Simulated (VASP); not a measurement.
VASP runs on ZnS (space group P6_3mc) share one base input (PBE GGA, plane waves, VASP's PBE PAW potentials (set 64)) and change the settings named in each case.

**KPOINTS**
```
Automatic mesh
0
Gamma
7 7 1
0 0 0
```

### INCAR
```
SYSTEM = ZnS
PREC = Accurate; ENCUT = 300; LREAL = Auto
LASPH = .True.
EDIFF = 1E-6; NELM = 100; ALGO = Normal
LMAXMIX = 4
ISMEAR = 0; SIGMA = 0.01
GGA = PE
ISIF = 2
LWAVE = .False.; LCHARG = .False.
```

File POSCAR:
```
ZnS
1
    3.8074800000     0.0000000000     0.0000000000
   -1.9037400000     3.2973740000     0.0000000000
    0.0000000000     0.0000000000    43.5957300000
Zn S
14 14
Direct
  0.6666670000   0.3333330000   0.0715000000
  0.3333330000   0.6666670000   0.5715000000
  0.0000000000   0.0000000000   0.6429000000
  0.0000000000   0.0000000000   0.1429000000
  0.3333330000   0.6666670000   0.7857000000
  0.6666670000   0.3333330000   0.2857000000
  0.0000000000   0.0000000000   0.3572000000
  0.0000000000   0.0000000000   0.8572000000
  0.6666670000   0.3333330000   0.9286000000
  0.3333330000   0.6666670000   0.4286000000
  0.3333330000   0.6666670000   0.2143000000
  0.6666670000   0.3333330000   0.7143000000
  0.3333330000   0.6666670000   0.0000000000
  0.6666670000   0.3333330000   0.5000000000
  0.3333330000   0.6666670000   0.4820000000
  0.6666670000   0.3333330000   0.9820000000
  0.3333330000   0.6666670000   0.0536000000
  0.6666670000   0.3333330000   0.5536000000
  0.6666670000   0.3333330000   0.3393000000
  0.3333330000   0.6666670000   0.8393000000
  0.0000000000   0.0000000000   0.4107000000
  0.0000000000   0.0000000000   0.9107000000
  0.6666670000   0.3333330000   0.7678000000
  0.3333330000   0.6666670000   0.2678000000
  0.0000000000   0.0000000000   0.1964000000
  0.0000000000   0.0000000000   0.6964000000
  0.6666670000   0.3333330000   0.1250000000
  0.3333330000   0.6666670000   0.6250000000
```

POTCAR, in this order: Zn S (PBE.64 set). Program: vasp_std.

```csv
change,E(σ→0) (eV/atom),pressure (GPa)
base run,-3.4194,2.22
"KPOINTS 6×6×1 Γ-centred mesh shifted by (0.5, 0.5, 0.5)",-3.4199,2.49
"GGA removed, POTCAR Zn S (LDA.64 set)",-4.0909,[?]
ISYM = 0,-3.4194,2.29
```

### Question
Some entries are withheld; supply them.

### Answer

- GGA removed, POTCAR Zn S (LDA.64 set), pressure (GPa): -3.97

Energies of different potentials or functionals have different zeros.  At 300 eV the pressure can carry a Pulay error.

Left out are runs that ran out of time, are held back, or changed the cell or the kind of run, fixed moments of cells without a moment, rows past the twelfth, gaps on odd meshes, pressures of charged cells and columns that move by less than the noise.

The structure comes from a computed database's ZnS entry; how it stands against other phases isn't given here. The cell was not relaxed at this level.
